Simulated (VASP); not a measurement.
These are r2SCAN meta-GGA, VASP's PBE PAW potentials (set 64) (plane waves; VASP) values and carry that method's errors.

Input for VASP

File POSCAR:
```
Pt
1
    0.0000000000     1.9687419974     1.9687419974
    1.9687419974     0.0000000000     1.9687419974
    1.9687419974     1.9687419974    -0.0000000000
Pt
1
Direct
  0.0000000000   0.0000000000   0.0000000000
```

INCAR:
```
# general
SYSTEM  = Pt
PREC    = Accurate
ENCUT   = 480   # plane-wave cut-off (eV)
LREAL   = .FALSE.   # projection in real space or not
LASPH   = .TRUE.   # aspherical one-centre terms

# electronic loop
EDIFF   = 1E-7   # SCF stop (eV)
NELM    = 100
ALGO    = Normal   # blocked Davidson
LMAXMIX = 6
LMIXTAU = .TRUE.

# smearing
ISMEAR  = 1
SIGMA   = 0.1   # width (eV)

# functional
METAGGA = R2SCAN

# ions
IBRION  = 2
NSW     = 40
ISIF    = 3   # ions, shape and volume
EDIFFG  = -0.01   # ionic stop
PSTRESS = 10   # kbar

# output
LWAVE   = .FALSE.
LCHARG  = .FALSE.
```

### KPOINTS
```
Automatic mesh
0
Gamma
14 14 14
0 0 0
```

POTCAR, in this order: Pt (PBE.64 set). Program: vasp_std.

The run wrote:

File OUTCAR:
```
 ion  position               nearest neighbor table
   1  0.000  0.000  0.000-
  LATTYP: Found a face centered cubic cell.
 ALAT       =     3.9374839948
 Subroutine PRICEL returns:
 Original cell was already a primitive cell.
 Subroutine GETGRP returns: Found 48 space group operations
The static configuration has the point symmetry O_h .
The dynamic configuration has the point symmetry O_h .
 Subroutine INISYM returns: Found 48 space group operations
 Subroutine IBZKPT returns following result:
 Found    104 irreducible k-points:

 Following reciprocal coordinates:
            Coordinates               Weight
  0.000000  0.000000  0.000000      1.000000
  0.071429  0.000000  0.000000      8.000000
  0.142857  0.000000  0.000000      8.000000
  0.214286  0.000000  0.000000      8.000000
  0.285714  0.000000  0.000000      8.000000
  0.357143  0.000000  0.000000      8.000000
  0.428571  0.000000  0.000000      8.000000
  0.500000  0.000000  0.000000      4.000000
  0.071429  0.071429  0.000000      6.000000
  0.142857  0.071429  0.000000     24.000000
  0.214286  0.071429  0.000000     24.000000
  0.285714  0.071429  0.000000     24.000000
  0.357143  0.071429  0.000000     24.000000
  0.428571  0.071429  0.000000     24.000000
  0.500000  0.071429  0.000000     24.000000
 -0.428571  0.071429  0.000000     24.000000
 -0.357143  0.071429  0.000000     24.000000
 -0.285714  0.071429  0.000000     24.000000
 -0.214286  0.071429  0.000000     24.000000
 -0.142857  0.071429  0.000000     24.000000
 -0.071429  0.071429  0.000000     12.000000
  0.142857  0.142857  0.000000      6.000000
  0.214286  0.142857  0.000000     24.000000
  0.285714  0.142857  0.000000     24.000000
  0.357143  0.142857  0.000000     24.000000
...
```

File OSZICAR:
```
       N       E                     dE             d eps       ncg     rms          rms(c)
DAV:   1    -0.115585141498E+02   -0.11559E+02   -0.54634E+03  1952   0.997E+02
DAV:   2    -0.543463538997E+02   -0.42788E+02   -0.40904E+02  1991   0.187E+02
DAV:   3    -0.547860133778E+02   -0.43966E+00   -0.43762E+00  2196   0.192E+01
DAV:   4    -0.547876903458E+02   -0.16770E-02   -0.16769E-02  2111   0.125E+00
DAV:   5    -0.547877032693E+02   -0.12924E-04   -0.12925E-04  2133   0.101E-01    0.128E+01
DAV:   6    -0.510697535111E+02    0.37179E+01   -0.36750E+00  1911   0.164E+01    0.618E+00
DAV:   7    -0.513830431244E+02   -0.31329E+00   -0.56553E-01  1876   0.437E+00    0.442E+00
DAV:   8    -0.514696220792E+02   -0.86579E-01   -0.30340E-01  1920   0.360E+00    0.943E-01
DAV:   9    -0.515056052936E+02   -0.35983E-01   -0.38229E-02  1950   0.138E+00    0.213E-01
DAV:  10    -0.515083490250E+02   -0.27437E-02   -0.48482E-03  1935   0.496E-01    0.895E-02
DAV:  11    -0.515082685779E+02    0.80447E-04   -0.27281E-04  1951   0.168E-01    0.903E-02
DAV:  12    -0.515089194326E+02   -0.65085E-03   -0.35592E-04  1902   0.122E-01    0.302E-03
DAV:  13    -0.515089198680E+02   -0.43537E-06   -0.11413E-05  1933   0.323E-02    0.576E-03
DAV:  14    -0.515089208387E+02   -0.97069E-06   -0.12665E-06  1988   0.105E-02    0.197E-03
DAV:  15    -0.515089230855E+02   -0.22468E-05   -0.21464E-06  1897   0.110E-02    0.834E-04
DAV:  16    -0.515089233547E+02   -0.26916E-06   -0.83125E-08  1628   0.281E-03    0.341E-04
DAV:  17    -0.515089233468E+02    0.78511E-08   -0.16952E-09   961   0.377E-04
   1 F= -.51413669E+02 E0= -.51413686E+02  d E =-.514137E+02
```

**OUTCAR**
```
------------------------ aborting loop because EDIFF is reached ----------------------------------------
  FORCE on cell =-STRESS in cart. coord.  units (eV):
  Direction    XX          YY          ZZ          XY          YZ          ZX
  --------------------------------------------------------------------------------------
  Total        0.0973686      0.0973686      0.0973686      0.0000000     -0.0000000      0.0000000
  in kB       10.2219383     10.2219383     10.2219383      0.0000000     -0.0000000      0.0000000
  external PRESSURE =       0.2219383 kB  Pullay stress =      10.0000000 kB
  volume of cell :       15.26
      direct lattice vectors                 reciprocal lattice vectors
     0.000000000  1.968741997  1.968741997    -0.253969286  0.253969286  0.253969286
     1.968741997  0.000000000  1.968741997     0.253969286 -0.253969286  0.253969286
     1.968741997  1.968741997  0.000000000     0.253969286  0.253969286 -0.253969286
 POSITION                                       TOTAL-FORCE (eV/Angst)
 -----------------------------------------------------------------------------------
      0.00000      0.00000      0.00000         0.000000      0.000000      0.000000
 -----------------------------------------------------------------------------------
    total drift:                                0.000000      0.000000      0.000000
  FREE ENERGIE OF THE ION-ELECTRON SYSTEM (eV)
  ---------------------------------------------------
  free  energy   TOTEN  =       -51.5089233468 eV

  energy  without entropy=      -51.5089763611  energy(sigma->0) =      -51.50894102
  enthalpy is  TOTEN    =       -51.4136687747 eV   P V=        0.0952545722

 reached required accuracy - stopping structural energy minimisation
```
(Selected blocks of OUTCAR.)

The compound is Pt in the fcc structure. It was relaxed first under an external pressure of 1 GPa.
